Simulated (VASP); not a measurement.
A run of VASP 6.6.1:

Contents of INCAR:

```
SYSTEM = TaMo2C3
PREC = Normal
ENCUT = 520
EDIFF = 1E-4
ISMEAR = 0
SIGMA = 0.15
LREAL = .FALSE.
LASPH = .TRUE.
NELM = 60
ALGO = Fast
ISIF = 3
LWAVE = .FALSE.
LCHARG = .FALSE.
GGA = PE
IBRION = 2
NSW = 24
EDIFFG = -0.08
```

Contents of KPOINTS:

```
Automatic mesh
0
G
  4 4 6
  0 0 0
```

The input POSCAR:

```
TaMo2C3
1.0
    5.6722226600      0.0000000000      0.0000000000
   -2.8361113300      4.9122889200      0.0000000000
    0.0000000000      0.0000000000      3.1197831000
Ta Mo C
1 2 3
Direct
    0.0000000000      0.0000000000      0.0000000000
    0.3333333300      0.6666666700      0.0000000000
    0.6666666700      0.3333333300      0.0000000000
    0.5000000000      0.0000000000      0.5000000000
    0.5000000000      0.5000000000      0.5000000000
    0.0000000000      0.5000000000      0.5000000000
```

Potentials or basis: VASP PAW PBE potentials, release 64 (Ta_pv, Mo_sv, C).

Run with:

```bash
$ cat potpaw_PBE.64/Ta_pv/POTCAR potpaw_PBE.64/Mo_sv/POTCAR potpaw_PBE.64/C/POTCAR > POTCAR
$ mpirun -np 1 vasp_std > vasp.out
```

Hardware: 1 thread of Intel(R) Xeon(R) 6975P-C (Granite Rapids) (shared host).

**Question.** How long does it take, and how much memory?

**Answer.** It took 64 s on 1 thread of Intel(R) Xeon(R) 6975P-C (Granite Rapids) (shared host), peak memory 0.18 GiB. Counts: scf iterations 81, k points 16, ion steps 10.
